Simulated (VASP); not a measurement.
## Lattice vibrations of ZnCu

Wanted: whether ZnCu is dynamically stable, and its vibrational spectrum. The start is a cell from a database of measured crystal structures.

Calculated with VASP 6.6.1; PBEsol; plane waves and PAW (Zn, Cu).

This is a report of a sequence of runs, with most program output left out.

## (1) The starting structure

It takes space group Pm-3m (No. 221, cubic). The conventional cell has a = 2.945 Å, b = 2.945 Å, c = 2.945 Å, α = 90.00°, β = 90.00°, γ = 90.00°. Nearest to Zn lie 8 Cu at 2.55 Å. Nearest to Cu lie 8 Zn at 2.55 Å. Farther neighbours are not listed.

Coordinates:

```
Zn Cu
1.0
     2.94500    0.00000    0.00000
     0.00000    2.94500    0.00000
     0.00000    0.00000    2.94500
Zn Cu
1 1
Direct
  0.50000 0.50000 0.50000
  0.00000 0.00000 0.00000
```

## (2) Relax the host

The later steps need the crystal at this functional's own lattice; a raised cutoff keeps the stress reliable while the cell changes.

Input file INCAR:

```
SYSTEM = ZnCu
PREC = Accurate
ENCUT = 390
EDIFF = 1E-06
NELM = 120
ISMEAR = 1
SIGMA = 0.15
LREAL = .FALSE.
ALGO = Normal
GGA = PS
NBANDS = 17
LASPH = .TRUE.
LORBIT = 11
LWAVE = .FALSE.
LCHARG = .FALSE.
KPAR = 4
IBRION = 2
NSW = 40
ISIF = 3
EDIFFG = -0.02
POTIM = 0.4
```

Input file POSCAR:

```
ZnCu
1.0
    2.9450000000      0.0000000000      0.0000000000
    0.0000000000      2.9450000000      0.0000000000
    0.0000000000      0.0000000000      2.9450000000
Zn Cu
1 1
Direct
    0.5000000000      0.5000000000      0.5000000000
    0.0000000000      0.0000000000      0.0000000000
```

Input file KPOINTS:

```
Automatic mesh
0
Gamma
11 11 11
0 0 0
```

The projector-augmented-wave data sets are Zn and Cu (PBE family, release 64).

Launch:

```sh
$ mpirun -np 4 vasp_std
```

Wall time 14 s (4 MPI ranks of Intel Xeon Platinum 8488C (Sapphire Rapids), shared host); peak memory 0.57 GiB.

This run has no spin polarisation. Its electron count is odd, so without a moment it is a metal by construction. The PAW data sets were made with PBE, which is usual practice but a small mismatch for other functionals. The run keeps the 48 symmetry operations of its start, so it cannot find a distortion of lower symmetry.

The steps of the relaxation:

| step | energy less that of the first step (eV) | largest force (eV/Å) | pressure (GPa) | volume (Å³) |
| --- | --- | --- | --- | --- |
| 1 | 0.0000 | 0.0000 | -5.00 | 25.54 |
| 2 | -0.0155 | 0.0000 | 1.03 | 24.38 |
| 3 | -0.0160 | 0.0000 | -0.02 | 24.56 |

| conventional cell, symmetrised | before | after | change |
| --- | --- | --- | --- |
| a (Å) | 2.945 | 2.907 | -1.3 % |
| b (Å) | 2.945 | 2.907 | -1.3 % |
| c (Å) | 2.945 | 2.907 | -1.3 % |
| volume (Å³/atom) | 12.77 | 12.28 | -3.9 % |

The relaxed structure:

```
Zn Cu
1.0
     2.90658    0.00000    0.00000
     0.00000    2.90658    0.00000
     0.00000    0.00000    2.90658
Zn Cu
1 1
Direct
  0.50000 0.50000 0.50000
  0.00000 0.00000 0.00000
```

This step gave:

```yaml
electronic_cycles: 27
electrons: 23
free_energy_toten: -6.105 eV
fermi_energy: 5.655 eV
pressure: -0.02214 GPa
labelled_metallic_from_the_levels_on_this_mesh: yes
```

The run ended after 3 ionic steps, 0.016 eV below its first step, once forces and stress met EDIFFG = -0.02.

## (3) Tight relaxation

Force constants are second derivatives, so residual forces and stress must first be far smaller than in an ordinary relaxation. Smearing and cutoff differ from the relaxation before, which can move the cell too.

Input file INCAR:

```
SYSTEM = ZnCu
PREC = Accurate
ENCUT = 360
EDIFF = 1E-08
NELM = 120
ISMEAR = 1
SIGMA = 0.2
LREAL = .FALSE.
ALGO = Fast
GGA = PS
NBANDS = 17
LASPH = .TRUE.
LORBIT = 11
LWAVE = .FALSE.
LCHARG = .FALSE.
KPAR = 4
IBRION = 1
NSW = 30
ISIF = 3
EDIFFG = -0.002
POTIM = 0.4
```

Input file POSCAR:

```
ZnCu
1.0
    2.9065787539      0.0000000000      0.0000000000
    0.0000000000      2.9065787539      0.0000000000
    0.0000000000      0.0000000000      2.9065787539
Zn Cu
1 1
Direct
    0.5000000000      0.5000000000      0.5000000000
    0.0000000000      0.0000000000      0.0000000000
```

KPOINTS is that of step 2.

Launch:

```sh
$ mpirun -np 4 vasp_std
```

Elapsed: 21 s, on 4 MPI ranks; peak memory 0.52 GiB; 79 s of CPU time.

Little changed from the start: no atom moved by 0.005 Å and no cell edge by 0.1 %.

This step gave:

```yaml
electronic_cycles: 53
free_energy_toten: -6.104 eV
energy_at_zero_smearing: -6.103 eV
fermi_energy: 5.638 eV
pressure: 0.001413 GPa
```

The run ended after 5 ionic steps, 0.000 eV below its first step, once forces and stress met EDIFFG = -0.002.

## (4) Force constants in the supercell

System of this step: ZnCu. The cell holds 54 atoms: 27 Zn and 27 Cu. Cell: a = 8.727 Å, b = 8.727 Å, c = 8.727 Å, α = 90.0°, β = 90.0°, γ = 90.0°. It derives from ZnCu.

Each independent atom is moved by 0.015 Å both ways; the forces give the force constants out to half the supercell.

Input file INCAR:

```
SYSTEM = ZnCu
PREC = Accurate
ENCUT = 360
EDIFF = 1E-07
NELM = 120
ISMEAR = 1
SIGMA = 0.2
LREAL = Auto
ALGO = Fast
GGA = PS
NBANDS = 360
LASPH = .TRUE.
LWAVE = .FALSE.
LCHARG = .FALSE.
KPAR = 4
IBRION = 6
NSW = 1
NFREE = 2
POTIM = 0.015
ISIF = 0
ADDGRID = .TRUE.
```

Input file POSCAR:

```
ZnCu
1.0
    8.7269137293      0.0000000000      0.0000000000
    0.0000000000      8.7269137293      0.0000000000
    0.0000000000      0.0000000000      8.7269137293
Zn Cu
27 27
Direct
    0.1666666667      0.1666666667      0.1666666667
    0.1666666667      0.1666666667      0.5000000000
    0.1666666667      0.1666666667      0.8333333333
    0.1666666667      0.5000000000      0.1666666667
    0.1666666667      0.5000000000      0.5000000000
    0.1666666667      0.5000000000      0.8333333333
    0.1666666667      0.8333333333      0.1666666667
    0.1666666667      0.8333333333      0.5000000000
    0.1666666667      0.8333333333      0.8333333333
    0.5000000000      0.1666666667      0.1666666667
    0.5000000000      0.1666666667      0.5000000000
    0.5000000000      0.1666666667      0.8333333333
    0.5000000000      0.5000000000      0.1666666667
    0.5000000000      0.5000000000      0.5000000000
    0.5000000000      0.5000000000      0.8333333333
    0.5000000000      0.8333333333      0.1666666667
    0.5000000000      0.8333333333      0.5000000000
    0.5000000000      0.8333333333      0.8333333333
    0.8333333333      0.1666666667      0.1666666667
    0.8333333333      0.1666666667      0.5000000000
    0.8333333333      0.1666666667      0.8333333333
    0.8333333333      0.5000000000      0.1666666667
    0.8333333333      0.5000000000      0.5000000000
    0.8333333333      0.5000000000      0.8333333333
    0.8333333333      0.8333333333      0.1666666667
    0.8333333333      0.8333333333      0.5000000000
    0.8333333333      0.8333333333      0.8333333333
    0.0000000000      0.0000000000      0.0000000000
    0.0000000000      0.0000000000      0.3333333333
    0.0000000000      0.0000000000      0.6666666667
    0.0000000000      0.3333333333      0.0000000000
    0.0000000000      0.3333333333      0.3333333333
    0.0000000000      0.3333333333      0.6666666667
    0.0000000000      0.6666666667      0.0000000000
    0.0000000000      0.6666666667      0.3333333333
    0.0000000000      0.6666666667      0.6666666667
    0.3333333333      0.0000000000      0.0000000000
    0.3333333333      0.0000000000      0.3333333333
    0.3333333333      0.0000000000      0.6666666667
    0.3333333333      0.3333333333      0.0000000000
    0.3333333333      0.3333333333      0.3333333333
    0.3333333333      0.3333333333      0.6666666667
    0.3333333333      0.6666666667      0.0000000000
    0.3333333333      0.6666666667      0.3333333333
    0.3333333333      0.6666666667      0.6666666667
    0.6666666667      0.0000000000      0.0000000000
    0.6666666667      0.0000000000      0.3333333333
    0.6666666667      0.0000000000      0.6666666667
    0.6666666667      0.3333333333      0.0000000000
    0.6666666667      0.3333333333      0.3333333333
    0.6666666667      0.3333333333      0.6666666667
    0.6666666667      0.6666666667      0.0000000000
    0.6666666667      0.6666666667      0.3333333333
    0.6666666667      0.6666666667      0.6666666667
```

Input file KPOINTS:

```
Automatic mesh
0
Gamma
4 4 4
0 0 0
```

Launch:

```sh
$ mpirun -np 4 vasp_std
```

The job ended after 1.6 h (4 MPI ranks; peak memory 11 GiB; 6.3 h of CPU time).

The last energy, forces, stress and levels in OUTCAR belong to the last displaced cell, not to the cell of POSCAR.

Numbers from this step:

- electrons: 621
- lowest frequency: -50.91 cm⁻¹
- highest frequency: 235.5 cm⁻¹

No long-range dipole term. Phonon branches along the path, in cm⁻¹:

| point | branch 1 | branch 2 | branch 3 | branch 4 | branch 5 | branch 6 |
| --- | --- | --- | --- | --- | --- | --- |
| Γ | 0 | 0 | 0 | 209 | 209 | 209 |
| 0.53 of the way | 93 | 93 | 113 | 193 | 193 | 201 |
| X | 154 | 154 | 154 | 154 | 162 | 187 |
| 0.53 of the way | 66 | 76 | 155 | 158 | 217 | 223 |
| M | -51 | -51 | 156 | 161 | 235 | 235 |
| 0.47 of the way | 39 | 125 | 133 | 179 | 183 | 225 |
| Γ | 0 | 0 | 0 | 209 | 209 | 209 |
| 0.53 of the way | 93 | 93 | 104 | 201 | 201 | 207 |
| R | 144 | 144 | 144 | 169 | 169 | 169 |
| 0.53 of the way | 72 | 90 | 146 | 160 | 214 | 221 |
| X | 154 | 154 | 154 | 154 | 162 | 187 |
| jump to M | -51 | -51 | 156 | 161 | 235 | 235 |
| 0.53 of the way | 77 | 77 | 152 | 163 | 212 | 212 |
| R | 144 | 144 | 144 | 169 | 169 | 169 |

The phonon density of states by frequency; read off at these points:

| frequency (cm⁻¹) | phonon density of states (states/cm⁻¹/cell) |
| --- | --- |
| -60.0 | 0 |
| -50.0 | 7.3e-4 |
| -40.0 | 0.00208 |
| -30.0 | 0.00243 |
| -20.0 | 0.00187 |
| -10.0 | 0.00117 |
| 0.0 | 5.6e-4 |
| 10.0 | 0.00115 |
| 20.0 | 0.00270 |
| 30.0 | 0.00610 |
| 40.0 | 0.0103 |
| 50.0 | 0.0153 |
| 60.0 | 0.0193 |
| 70.0 | 0.0268 |
| 71.7 | 0.0276 |
| 80.0 | 0.0267 |
| 90.0 | 0.0237 |
| 100.0 | 0.0193 |
| 110.0 | 0.0213 |
| 120.0 | 0.0216 |
| 130.0 | 0.0245 |
| 140.0 | 0.0317 |
| 150.0 | 0.0374 |
| 160.0 | 0.0402 |
| 165.1 | 0.0459 |
| 170.0 | 0.0384 |
| 180.0 | 0.0283 |
| 190.0 | 0.0263 |
| 200.0 | 0.0303 |
| 210.0 | 0.0527 |
| 215.8 | 0.0737 |
| 220.0 | 0.0649 |
| 230.0 | 0.0237 |
| 240.0 | 4.2e-4 |
| 250.0 | 0 |

## (5) Results

| Property | Result |
| --- | --- |
| highest frequency | 235 cm⁻¹ |
| lowest frequency | -50.9 cm⁻¹ |

In words: The spectrum reaches 235 cm⁻¹, and its lowest point lies at -51 cm⁻¹. At the wave vectors that fit the supercell, which are computed directly, every mode is real; only interpolated points are imaginary, so stability is left open here. Frequencies between the wave vectors that fit the supercell are interpolated.

[Lines on the potential files, build, host, timing and source positions are cut from VASP's logs without a mark.]

[Logs are printed without paths, hosts, clocks, repeated set-up lines and the standing remarks that a program may print on its own settings, such as how far it seeks lower states.]

[Hosts, paths, dates, database ids (printed as entryN), source tags and the programs' standing remarks are cut or masked in the printed files.]

[Runs that stopped without an error message from VASP are left out.]
